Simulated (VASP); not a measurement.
These are LDA (Ceperley-Alder, Perdew-Zunger), VASP's LDA PAW potentials (set 64) (plane waves; VASP) values and carry that method's errors.

A VASP calculation is set up with these files.

**INCAR**
```
ALGO=Normal
EDIFF=1E-7
EDIFFG=-0.01
ENCUT=520
IBRION=2
ISIF=4
ISMEAR=0
LASPH=.TRUE.
LCHARG=.FALSE.
LREAL=.FALSE.
LWAVE=.FALSE.
NELM=100
NSW=30
PREC=Accurate
SIGMA=0.05
SYSTEM=BN
```

**KPOINTS**
```
Automatic mesh
0
Gamma
10 10 4
0 0 0
```

POSCAR:
```
BN
1.0
  1.2697697710  -2.1993061475   0.0000000000
  1.2697697710   2.1993061475   0.0000000000
  0.0000000000   0.0000000000   6.5880820063
B N
2 2
Cartesian
  1.2697697710   0.7331035154   1.6470205016
  1.2697697710  -0.7331035154   4.9410615047
  1.2697697710  -0.7331035154   1.6470205016
  1.2697697710   0.7331035154   4.9410615047
```

POTCAR, in this order: B N (LDA.64 set). Program: vasp_std.

Output of the run:

### OUTCAR
```
 ion  position               nearest neighbor table
   1  0.333  0.667  0.250-   3 1.47   3 1.47   3 1.47
   2  0.667  0.333  0.750-   4 1.47   4 1.47   4 1.47
   3  0.667  0.333  0.250-   1 1.47   1 1.47   1 1.47
   4  0.333  0.667  0.750-   2 1.47   2 1.47   2 1.47
  LATTYP: Found a hexagonal cell.
 ALAT       =     2.5395398799
 C/A-ratio  =     2.5942030123
 Subroutine PRICEL returns:
 Original cell was already a primitive cell.
 Subroutine GETGRP returns: Found 24 space group operations
The static configuration has the point symmetry D_3d.
 The point group associated with its full space group is D_6h.
The dynamic configuration has the point symmetry D_3d.
 Subroutine INISYM returns: Found 24 space group operations
 Subroutine IBZKPT returns following result:
 Found     42 irreducible k-points:

 Following reciprocal coordinates:
            Coordinates               Weight
  0.000000  0.000000  0.000000      1.000000
  0.100000  0.000000  0.000000      6.000000
  0.200000  0.000000  0.000000      6.000000
  0.300000  0.000000  0.000000      6.000000
  0.400000  0.000000  0.000000      6.000000
  0.500000  0.000000  0.000000      3.000000
  0.100000  0.100000  0.000000      6.000000
  0.200000  0.100000  0.000000     12.000000
  0.300000  0.100000  0.000000     12.000000
  0.400000  0.100000  0.000000     12.000000
  0.200000  0.200000  0.000000      6.000000
  0.300000  0.200000  0.000000     12.000000
  0.400000  0.200000  0.000000      6.000000
  0.300000  0.300000  0.000000      6.000000
  0.000000  0.000000  0.250000      2.000000
  0.100000  0.000000  0.250000     12.000000
  0.200000  0.000000  0.250000     12.000000
  0.300000  0.000000  0.250000     12.000000
  0.400000  0.000000  0.250000     12.000000
  0.500000  0.000000  0.250000      6.000000
...
```

File OSZICAR:
```
       N       E                     dE             d eps       ncg     rms          rms(c)
DAV:   1     0.587883470537E+02    0.58788E+02   -0.83031E+03  1008   0.123E+03
DAV:   2    -0.379779228596E+02   -0.96766E+02   -0.88051E+02  1476   0.251E+02
DAV:   3    -0.420913711016E+02   -0.41134E+01   -0.40814E+01  1300   0.542E+01
DAV:   4    -0.421319477222E+02   -0.40577E-01   -0.40558E-01  1240   0.590E+00
DAV:   5    -0.421324870609E+02   -0.53934E-03   -0.53926E-03  1284   0.681E-01    0.107E+01
DAV:   6    -0.389077448887E+02    0.32247E+01   -0.87576E+00  1112   0.235E+01    0.466E+00
DAV:   7    -0.386042801432E+02    0.30346E+00   -0.37739E-01  1252   0.511E+00    0.286E+00
DAV:   8    -0.384939506699E+02    0.11033E+00   -0.32299E-01  1224   0.425E+00    0.384E-01
DAV:   9    -0.384903725160E+02    0.35782E-02   -0.11767E-02  1204   0.941E-01    0.163E-01
DAV:  10    -0.384903518208E+02    0.20695E-04   -0.62806E-04  1300   0.223E-01    0.321E-02
DAV:  11    -0.384903604790E+02   -0.86583E-05   -0.82279E-05  1216   0.749E-02    0.175E-02
DAV:  12    -0.384903575656E+02    0.29134E-05   -0.17011E-05  1228   0.334E-02    0.197E-03
DAV:  13    -0.384903576027E+02   -0.37081E-07   -0.60876E-07  1216   0.658E-03
   1 F= -.38490358E+02 E0= -.38490358E+02  d E =-.384904E+02
       N       E                     dE             d eps       ncg     rms          rms(c)
DAV:   1    -0.388302228489E+02   -0.33987E+00   -0.10952E+01  1008   0.295E+01    0.208E+00
DAV:   2    -0.386512518434E+02    0.17897E+00   -0.18502E-01  1208   0.361E+00    0.116E+00
DAV:   3    -0.385746156824E+02    0.76636E-01   -0.16767E-01  1224   0.306E+00    0.286E-01
DAV:   4    -0.385735420247E+02    0.10737E-02   -0.11033E-02  1208   0.895E-01    0.117E-01
DAV:   5    -0.385731524366E+02    0.38959E-03   -0.37863E-03  1204   0.493E-01    0.823E-02
DAV:   6    -0.385730314489E+02    0.12099E-03   -0.60491E-04  1208   0.210E-01    0.700E-03
DAV:   7    -0.385730317742E+02   -0.32535E-06   -0.11894E-05  1220   0.312E-02    0.565E-03
DAV:   8    -0.385730320926E+02   -0.31838E-06   -0.27549E-07  1204   0.465E-03    0.325E-03
DAV:   9    -0.385730318637E+02    0.22892E-06   -0.70693E-07  1200   0.668E-03    0.458E-04
DAV:  10    -0.385730318652E+02   -0.14968E-08   -0.37064E-08   668   0.159E-03
   2 F= -.38573032E+02 E0= -.38573032E+02  d E =-.826743E-01
       N       E                     dE             d eps       ncg     rms          rms(c)
DAV:   1    -0.385733963105E+02   -0.36445E-03   -0.12153E-02  1020   0.992E-01    0.699E-02
DAV:   2    -0.385731995063E+02    0.19680E-03   -0.21955E-04  1228   0.123E-01    0.389E-02
DAV:   3    -0.385731167965E+02    0.82710E-04   -0.16366E-04  1220   0.957E-02    0.896E-03
DAV:   4    -0.385731152852E+02    0.15112E-05   -0.71849E-06  1232   0.231E-02    0.258E-03
DAV:   5    -0.385731152188E+02    0.66468E-07   -0.19232E-06  1256   0.111E-02    0.243E-03
DAV:   6    -0.385731150960E+02    0.12279E-06   -0.44923E-07  1176   0.559E-03    0.247E-04
DAV:   7    -0.385731150970E+02   -0.10423E-08   -0.15541E-08   600   0.111E-03
   3 F= -.38573115E+02 E0= -.38573115E+02  d E =-.827575E-01
```

File OUTCAR:
```
------------------------ aborting loop because EDIFF is reached ----------------------------------------
  FORCE on cell =-STRESS in cart. coord.  units (eV):
  Direction    XX          YY          ZZ          XY          YZ          ZX
  --------------------------------------------------------------------------------------
  Total       -0.2982241     -0.2982241     -0.3029285      0.0000000      0.0000000      0.0000000
  in kB      -12.9853479    -12.9853519    -13.1901914      0.0000000      0.0000000      0.0000000
  external PRESSURE =     -13.0536304 kB  Pullay stress =       0.0000000 kB
  volume of cell :       36.80
      direct lattice vectors                 reciprocal lattice vectors
     1.246680867 -2.159314941  0.000000000     0.401064950 -0.231554921 -0.000000000
     1.246680867  2.159314941  0.000000000     0.401064950  0.231554921 -0.000000000
     0.000000000 -0.000000000  6.834368381     0.000000000  0.000000000  0.146319300
  FREE ENERGIE OF THE ION-ELECTRON SYSTEM (eV)
  ---------------------------------------------------
  free  energy   TOTEN  =       -38.5731150970 eV

  energy  without entropy=      -38.5731150970  energy(sigma->0) =      -38.57311510

 reached required accuracy - stopping structural energy minimisation
```
(Selected blocks of OUTCAR.)

**CONTCAR**
```
BN
   1.00000000000000
     1.2466808672772105   -2.1593149413230806    0.0000000000000000
     1.2466808672772105    2.1593149413230806    0.0000000000000000
     0.0000000000000000   -0.0000000000000000    6.8343683809742313
  B               N
     2     2
Direct
     0.3333330000000032    0.6666669999999968    0.2500000000000000
     0.6666669999999968    0.3333330000000032    0.7500000000000000
     0.6666669999999968    0.3333330000000032    0.2500000000000000
     0.3333330000000032    0.6666669999999968    0.7500000000000000
```

The compound is BN in the hex structure. This cell is one point of a volume scan, at 1.06 of the reference volume. Symmetry was kept, so distortions that lower it aren't found.
